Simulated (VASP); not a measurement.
# BiSbS4 (P-3m1) in VASP: single point with r2SCAN

Aim: the single point of BiSbS4 with r2SCAN.

Everything below comes from runs of VASP 6.6.1. Logs are shortened: lines on timing, memory, paths and dates and some standing lists are left out, and cuts for length are marked.

## (1) Starting point

The structure is trigonal, space group P-3m1 (No. 164). The conventional cell has a = 3.812 Å, b = 3.812 Å, c = 13.040 Å, α = 90.00°, β = 90.00°, γ = 120.00°. Sb (site symmetry -3m) is surrounded by 6 S at 2.67 Å. Bi (site symmetry -3m) is surrounded by 6 S at 2.75 Å. Around S (site symmetry 3m) lie 3 Sb at 2.67 Å. S (site symmetry 3m) has 3 Bi at 2.75 Å as nearest neighbours.

The cell was built by a generator and needn't be a form met in nature.

## (2) Single point, r2SCAN

The input, INCAR:

```
PREC     = Accurate       # precision mode
ENCUT    = 520            # plane-wave cutoff, eV
EDIFF    = 1E-6           # SCF threshold, eV
ISMEAR   = 0              # smearing method
SIGMA    = 0.1            # smearing width, eV
LREAL    = F              # projectors in reciprocal space
LASPH    = T              # aspherical terms in the spheres
NELM     = 150            # most SCF steps
ALGO     = Normal         # electronic algorithm
ISIF     = 2              # what is computed and relaxed
LWAVE    = F              # write WAVECAR
LCHARG   = F              # write CHGCAR
METAGGA  = R2SCAN         # meta-GGA
LMIXTAU  = T            
NBANDS   = 31             # bands
KPAR     = 4
```

The input, KPOINTS:

```
Automatic mesh
0
Gamma
  10 10 4
```

The input, POSCAR:

```
BiSbS4                                  
1.0
    3.8122657629      0.0000000002     -0.0000000000
   -1.9061328862      3.3015189944      0.0000000000
   -0.0000000000      0.0000000000     13.0401203065
  Sb              Bi              S             
     1     1     4
Direct
     0.0000000000000000    0.0000000000000000    0.5000000000000000
     0.0000000000000000    0.0000000000000000    0.0000000000000000
     0.6666666699999979    0.3333333300000021    0.6159937174275302
     0.6666666699999979    0.3333333300000021    0.1260817295235227
     0.3333333300000021    0.6666666699999979    0.8739182704764772
     0.3333333300000021    0.6666666699999979    0.3840062825724698
```

Potentials or basis: VASP PAW PBE potentials, release 64 (Sb, Bi_d, S).

On the command line:

```
cat potpaw_PBE.64/Sb/POTCAR potpaw_PBE.64/Bi_d/POTCAR potpaw_PBE.64/S/POTCAR > POTCAR
mpirun -np 4 vasp_std > vasp.out
```

OUTCAR:

```text
PREC = Accurate
   ENCUT = 520
   EDIFF = 1E-6
   ISMEAR = 0
   LREAL = F
   LASPH = T
   NELM = 150
   ISIF = 2
   METAGGA = R2SCAN

 ion  position               nearest neighbor table
   1  0.000  0.000  0.500-   3 2.67   6 2.67   3 2.67   6 2.67   3 2.67   6 2.67
   2  0.000  0.000  0.000-   4 2.75   5 2.75   4 2.75   5 2.75   4 2.75   5 2.75
   3  0.667  0.333  0.616-   1 2.67   1 2.67   1 2.67
   4  0.667  0.333  0.126-   2 2.75   2 2.75   2 2.75
   5  0.333  0.667  0.874-   2 2.75   2 2.75   2 2.75
   6  0.333  0.667  0.384-   1 2.67   1 2.67   1 2.67

  LATTYP: Found a hexagonal cell.
 ALAT       =     3.8122657629
 C/A-ratio  =     3.4205695818

  Lattice vectors:

 A1 = (   3.8122657629,   0.0000000002,   0.0000000000)
 A2 = (  -1.9061328862,   3.3015189944,   0.0000000000)
 A3 = (   0.0000000000,   0.0000000000,  13.0401203065)

Analysis of symmetry for initial positions (statically):
=====================================================================
 Subroutine PRICEL returns:
 Original cell was already a primitive cell.

 Routine SETGRP: Setting up the symmetry group for a
 hexagonal supercell.

 Subroutine GETGRP returns: Found 12 space group operations
 (whereof 12 operations were pure point group operations)
 out of a pool of 24 trial point group operations.

The static configuration has the point symmetry D_3d.

Analysis of symmetry for dynamics (positions and initial velocities):
=====================================================================
 Subroutine PRICEL returns:
 Original cell was already a primitive cell.

 Routine SETGRP: Setting up the symmetry group for a
 hexagonal supercell.

 Subroutine GETGRP returns: Found 12 space group operations
 (whereof 12 operations were pure point group operations)
 out of a pool of 24 trial point group operations.

The dynamic configuration has the point symmetry D_3d.

 Subroutine INISYM returns: Found 12 space group operations
 (whereof 12 operations are pure point group operations),
 and found     1 'primitive' translations

----------------------------------------------------------------------------------------

                                     Primitive cell

  volume of cell :     164.1264

  direct lattice vectors                    reciprocal lattice vectors
     3.812265763  0.000000000  0.000000000     0.262311198  0.151445441  0.000000000
    -1.906132886  3.301518994  0.000000000    -0.000000000  0.302890882  0.000000000
     0.000000000  0.000000000 13.040120307     0.000000000  0.000000000  0.076686409

  length of vectors
     3.812265763  3.812265763 13.040120307     0.302890882  0.302890882  0.076686409

  position of ions in fractional coordinates (direct lattice)
     0.000000000  0.000000000  0.500000000
     0.000000000  0.000000000  0.000000000
     0.666666670  0.333333330  0.615993717
     0.666666670  0.333333330  0.126081730
     0.333333330  0.666666670  0.873918270
     0.333333330  0.666666670  0.384006283

  ion indices of the primitive-cell ions
   primitive index   ion index
                 1           1
                 2           2
                 3           3
                 4           4
                 5           5
                 6           6

----------------------------------------------------------------------------------------

 KPOINTS: Automatic mesh

Automatic generation of k-mesh.
 Grid dimensions read from file:
 generate k-points for:   10   10    4

 Generating k-lattice:

  Cartesian coordinates                     Fractional coordinates (reciprocal lattice)
     0.026231120  0.015144544  0.000000000     0.100000000  0.000000000  0.000000000
    -0.000000000  0.030289088  0.000000000     0.000000000  0.100000000  0.000000000
     0.000000000  0.000000000  0.019171602     0.000000000  0.000000000  0.250000000

  Length of vectors
     0.030289088  0.030289088  0.019171602

  Shift w.r.t. Gamma in fractional coordinates (k-lattice)
     0.000000000  0.000000000  0.000000000

 Subroutine IBZKPT returns following result:
 ===========================================

 Found     50 irreducible k-points:

 Following reciprocal coordinates:
            Coordinates               Weight
  0.000000  0.000000  0.000000      1.000000
  0.100000  0.000000  0.000000      6.000000
  0.200000  0.000000  0.000000      6.000000
  0.300000  0.000000  0.000000      6.000000
  0.400000  0.000000  0.000000      6.000000
  0.500000  0.000000  0.000000      3.000000
[... 16 lines left out ...]
 -0.000000  0.400000  0.250000      6.000000
  0.500000  0.000000  0.250000      6.000000
 [... further k-points ...]
   k-points           NKPTS =     50   k-points in BZ     NKDIM =     50   number of bands    NBANDS=     31
   number of dos      NEDOS =    301   number of ions     NIONS =      6
   total plane-waves  NPLWV =  76832
   dimension x,y,z NGX =    28 NGY =   28 NGZ =   98
   dimension x,y,z NGXF=    56 NGYF=   56 NGZF=  196
   ions per type =               1   1   4
   NGX,Y,Z   is equivalent  to a cutoff of  12.21, 12.21, 12.49 a.u.
   NGXF,Y,Z  is equivalent  to a cutoff of  24.42, 24.42, 24.99 a.u.
 SYSTEM =  unknown system
   PREC   = accura    normal or accurate (medium, high low for compatibility)
   ISTART =      0    job   : 0-new  1-cont  2-samecut
   ICHARG =      2    charge: 1-file 2-atom 10-const
   ISPIN  =      1    spin polarized calculation?
   LNONCOLLINEAR =      F non collinear calculations
   LSORBIT =      F    spin-orbit coupling
   LASPH  =      T    aspherical Exc in radial PAW
   ENCUT  =  520.0 eV  38.22 Ry    6.18 a.u.   7.09  7.09 24.25*2*pi/ulx,y,z
   NELM   =    150;   NELMIN=  2; NELMDL= -5     # of ELM steps
   EDIFF  = 0.1E-05   stopping-criterion for ELM
   LREAL  =      F    real-space projection
   EDIFFG = 0.1E-04   stopping-criterion for IOM
   NSW    =      0    number of steps for IOM
   IBRION =     -1    ionic relax: 0-MD 1-quasi-New 2-CG
   NFREE  =      0    steps in history (QN), initial steepest desc. (CG)
   ISIF   =      2    stress and relaxation
   ISYM   =      2    0-nonsym 1-usesym 2-fastsym
   POTIM  = 0.5000    time-step for ionic-motion
   TEBEG  =    0.0;   TEEND  =   0.0 temperature during run
   PSTRESS=    0.0 pullay stress
   NELECT =      44.0000    total number of electrons
   NUPDOWN=      -1.0000    fix difference up-down
   EMIN   =  10.00;   EMAX   =-10.00  energy-range for DOS
   EFERMI =   0.00;   METHOD = LEGACY
   ISMEAR =     0;   SIGMA  =   0.10  broadening in eV -4-tet -1-fermi 0-gaus
   EFERMI_NEDOS =   21; number of points for ismear=-14 and -15
   IALGO  =     38    algorithm
   IMIX   =      4    mixing-type and parameters
     AMIX     =   0.40;   BMIX     =  1.00
     AMIX_MAG =   1.60;   BMIX_MAG =  1.00
  volume/ion in A,a.u.               =      27.35       184.60
  Fermi-wavevector in a.u.,A,eV,Ry     =   1.055600  1.994795 15.160865  1.114292
  Thomas-Fermi vector in A             =   2.190805
   LORBIT       =      0    0 simple, 1 ext, 2 COOP (PROOUT), +10 PAW based schemes
   METAGGA = R2SCAN    functional components
   LHFCALC =     F    Hartree Fock is set to
   AEXX    =    0.0000 exact exchange contribution
   IVDW    =     0    specifies the selected vdW correction
   LEPSILON=     F    determine dielectric tensor
   LRPA    =     F    only Hartree local field effects (RPA)
 non-spin polarized calculation
 Gauss-broadening in eV      SIGMA  =   0.10
  energy-cutoff  :      520.00
  volume of cell :      164.13
 maximum number of plane-waves:      4451
   NGX = 15   NGY = 15   NGZ = 49

 number of electron      44.0000005 magnetization

 Free energy of the ion-electron system (eV)
  ---------------------------------------------------
  ext. energy  EPLUGINS =         0.00000000
  ---------------------------------------------------
  free energy    TOTEN  =      -116.75301358 eV

  energy without entropy =     -116.72917368  energy(sigma->0) =     -116.74109363

 E-fermi :   3.6913     XC(G=0):  -9.2984

 val. band max:        3.6895841885   @ k =  -0.2000   0.5000   0.2500
 cond. band min:       3.6964620437   @ k =   0.3000   0.2000   0.5000
 fundamental gap:      0.0068778552
 Fermi energy:         3.6913372361

 k-point     1 :       0.0000    0.0000    0.0000
  band No.  band energies     occupation
      1     -19.7497      2.00000
      2     -19.7497      2.00000
      3     -19.7101      2.00000
      4     -19.6859      2.00000
      5     -19.6859      2.00000
      6     -11.6538      2.00000
[... 23 lines left out ...]
     30      11.2366      0.00000
     31      11.4540      0.00000

 k-point     2 :       0.1000    0.0000    0.0000
  band No.  band energies     occupation
      1     -19.7524      2.00000
      2     -19.7434      2.00000
      3     -19.7063      2.00000
      4     -19.6902      2.00000
      5     -19.6865      2.00000
      6     -11.5446      2.00000
[... 23 lines left out ...]
     30      10.7040      0.00000
     31      11.4442      0.00000

 k-point     3 :       0.2000    0.0000    0.0000
  band No.  band energies     occupation
      1     -19.7616      2.00000
      2     -19.7275      2.00000
      3     -19.7020      2.00000
      4     -19.6942      2.00000
      5     -19.6878      2.00000
      6     -11.2256      2.00000
[... 23 lines left out ...]
     30       9.9015      0.00000
     31      10.7822      0.00000

 k-point     4 :       0.3000    0.0000    0.0000
  band No.  band energies     occupation
      1     -19.7754      2.00000
      2     -19.7132      2.00000
      3     -19.7113      2.00000
      4     -19.6859      2.00000
      5     -19.6800      2.00000
      6     -10.7281      2.00000
[... 23 lines left out ...]
     30       9.3839      0.00000
     31      10.1498      0.00000

 k-point     5 :       0.4000    0.0000    0.0000
  band No.  band energies     occupation
      1     -19.7880      2.00000
      2     -19.7214      2.00000
      3     -19.7053      2.00000
      4     -19.6770      2.00000
      5     -19.6679      2.00000
      6     -10.1307      2.00000
[... 23 lines left out ...]
     30       9.0145      0.00000
     31       9.7441      0.00000
[... 542 lines left out ...]
     30       9.3642      0.00000
     31      10.1569      0.00000

 k-point    22 :       0.4000    0.0000    0.2500
  band No.  band energies     occupation
      1     -19.7880      2.00000
      2     -19.7214      2.00000
      3     -19.7053      2.00000
      4     -19.6770      2.00000
      5     -19.6679      2.00000
      6     -10.1306      2.00000
[... 23 lines left out ...]
     30       9.0370      0.00000
     31       9.7478      0.00000

 k-point    23 :      -0.0000    0.4000    0.2500
  band No.  band energies     occupation
      1     -19.7880      2.00000
      2     -19.7214      2.00000
      3     -19.7053      2.00000
      4     -19.6770      2.00000
      5     -19.6679      2.00000
      6     -10.1304      2.00000
[... 23 lines left out ...]
     30       9.0153      0.00000
     31       9.7653      0.00000

 k-point    24 :       0.5000    0.0000    0.2500
  band No.  band energies     occupation
      1     -19.7930      2.00000
      2     -19.7244      2.00000
      3     -19.7047      2.00000
      4     -19.6719      2.00000
      5     -19.6633      2.00000
      6      -9.6873      2.00000
[... 23 lines left out ...]
     30       8.8641      0.00000
     31       9.6076      0.00000

 [... further k-points ...]

------------------------ aborting loop because EDIFF is reached ----------------------------------------

  FORCE on cell =-STRESS in cart. coord.  units (eV):
  Direction    XX          YY          ZZ          XY          YZ          ZX
  --------------------------------------------------------------------------------------
  -------------------------------------------------------------------------------------
  Total       -1.4724692     -1.4724692     -1.5242190      0.0000000     -0.0000000     -0.0000000
  in kB      -14.3740199    -14.3740198    -14.8791930      0.0000000     -0.0000000     -0.0000000
  external PRESSURE =     -14.5424109 kB  Pullay stress =       0.0000000 kB

 VOLUME and BASIS-vectors are now :
 -----------------------------------------------------------------------------
  energy-cutoff  :      520.00
  volume of cell :      164.13
      direct lattice vectors                 reciprocal lattice vectors
     3.812265763  0.000000000  0.000000000     0.262311198  0.151445441  0.000000000
    -1.906132886  3.301518994  0.000000000    -0.000000000  0.302890882  0.000000000
     0.000000000  0.000000000 13.040120307     0.000000000  0.000000000  0.076686409

 POSITION                                       TOTAL-FORCE (eV/Angst)
 -----------------------------------------------------------------------------------
      0.00000      0.00000      6.52006         0.000000      0.000000      0.000000
      0.00000      0.00000      0.00000         0.000000      0.000000      0.000000
      1.90613      1.10051      8.03263        -0.000000      0.000000     -0.151096
      1.90613      1.10051      1.64412        -0.000000      0.000000     -0.137206
     -0.00000      2.20101     11.39600         0.000000     -0.000000      0.137206
     -0.00000      2.20101      5.00749         0.000000     -0.000000      0.151096
 -----------------------------------------------------------------------------------
    total drift:                                0.000000     -0.000000      0.000000

  FREE ENERGIE OF THE ION-ELECTRON SYSTEM (eV)
  ---------------------------------------------------
  free  energy   TOTEN  =      -116.7530135812 eV

  energy  without entropy=     -116.7291736832  energy(sigma->0) =     -116.74109363
```

It took 5.3 min on 4 MPI ranks of Intel Xeon 6975P-C (Granite Rapids), shared host; peak memory 0.46 GiB.

Results:

| Item | Value |
| --- | --- |
| Free energy | -116.7530 eV |
| Pressure | -1.5 GPa |
| Largest force | 0.151 eV/Å |
| Band gap on the k mesh | none (metal or under the smearing width) |

Forces on the atoms (eV/Å):
```
Sb   0.000  0.000  0.000
Bi   0.000  0.000  0.000
S    0.000  0.000 -0.151
S    0.000  0.000 -0.137
S    0.000  0.000  0.137
S    0.000  0.000  0.151
```

Caveat: the PAW data sets were made with another functional, which shifts forces and pressure a little; spin-orbit coupling is left out, which moves the levels of the heavy elements.
